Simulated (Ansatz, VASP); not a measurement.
## LaPt3: VASP beside Ansatz

```
La Pt
1.0
     4.12812    0.00000    0.00000
     0.00000    4.12812    0.00000
     0.00000    0.00000    4.12812
La Pt
1 3
Direct
  0.00000 0.00000 0.00000
  0.00000 0.50000 0.50000
  0.50000 0.00000 0.50000
  0.50000 0.50000 0.00000
```

Alike in both runs: task single point; functional LDA; k mesh 6 × 6 × 6; occupations fermi-dirac, width 0.15 eV; no spin polarisation.

```csv
,VASP,Ansatz
version,VASP 6.6.1,Ansatz 0.2.0
potentials or method,"VASP PAW LDA potentials, release 64 (La, Pt)","plane waves, PAW"
plane-wave cutoff (eV),520,500
valence electrons in the cell,41,65
```

|  | VASP | Ansatz | Ansatz less VASP |
| --- | --- | --- | --- |
| pressure (GPa) | 1.7 | 1.4 | -0.35 |

The two sets of potentials don't hold the same shells in valence.

Spin-orbit coupling is left out, which matters for the levels of La, Pt.
